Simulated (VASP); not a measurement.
PdAu3: single point with LDA

PdAu3:

```
Pd Au
1.0
     3.99001    0.00000    0.00000
     0.00000    3.99001    0.00000
     0.00000    0.00000    3.99001
Pd Au
1 3
Direct
  0.00000 0.00000 0.00000
  0.00000 0.50000 0.50000
  0.50000 0.00000 0.50000
  0.50000 0.50000 0.00000
```

The cell was built by a generator and needn't be a form met in nature.

```json
{
  "Program": "VASP 6.6.1",
  "Task": "single point",
  "Functional": "LDA",
  "Potentials or basis": "VASP PAW LDA potentials, release 64 (Pd, Au)",
  "Cutoff": "520 eV",
  "k mesh": "5 × 5 × 5",
  "Occupations": "fermi-dirac, width 0.0102 eV",
  "Spin": "no spin polarisation"
}
```

* Pressure: 0.5 GPa
* Band gap on the k mesh: none (metal or under the smearing width)

Levels at points of the mesh, in eV from the Fermi level:
```tsv
k point	band 19	band 20	band 21	band 22	band 23	band 24
(0.00, 0.00, 0.00)	-0.65	-0.65	-0.65	1.25	1.25	1.25
```

Wall time 13 s on 1 thread of Intel(R) Xeon(R) Platinum 8488C (Sapphire Rapids), on a shared host, peak memory 0.15 GiB.

Spin-orbit coupling is left out, which matters for the levels of Au.
